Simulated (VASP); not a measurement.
Input:

```yaml
crystal:
  lattice:
    - [2.08428, -3.61008, 0.00000]
    - [2.08428, 3.61008, 0.00000]
    - [0.00000, 0.00000, 13.56468]
  atoms:
    - { symbol: Cd, position: [0.66667, 0.33333, 0.24182] }
    - { symbol: Cd, position: [0.33333, 0.66667, 0.99716] }
    - { symbol: Cd, position: [0.66667, 0.33333, 0.75280] }
    - { symbol: Cd, position: [0.33333, 0.66667, 0.50855] }
    - { symbol: Se, position: [0.66667, 0.33333, 0.43622] }
    - { symbol: S, position: [0.33333, 0.66667, 0.18373] }
    - { symbol: S, position: [0.66667, 0.33333, 0.93918] }
    - { symbol: S, position: [0.33333, 0.66667, 0.69454] }
```

All values below come from PBEsol GGA, VASP's PBE PAW potentials (set 64) (plane waves; VASP). Numerical set-up: 400 eV cut-off, 7×7×2 Γ-centred mesh, tetrahedra with Blöchl corrections, potentials Cd Se S.

Q: Estimate the energy per atom (σ→0).

A: 
```yaml
energy per atom (σ→0): -3.322 eV/atom
```

Total energies compare only between runs with the same potentials, cut-off and functional.

The structure was generated: Cd4S3Se was put into an ordered model structure (P3m1), which need not be its known phase. It was relaxed first.
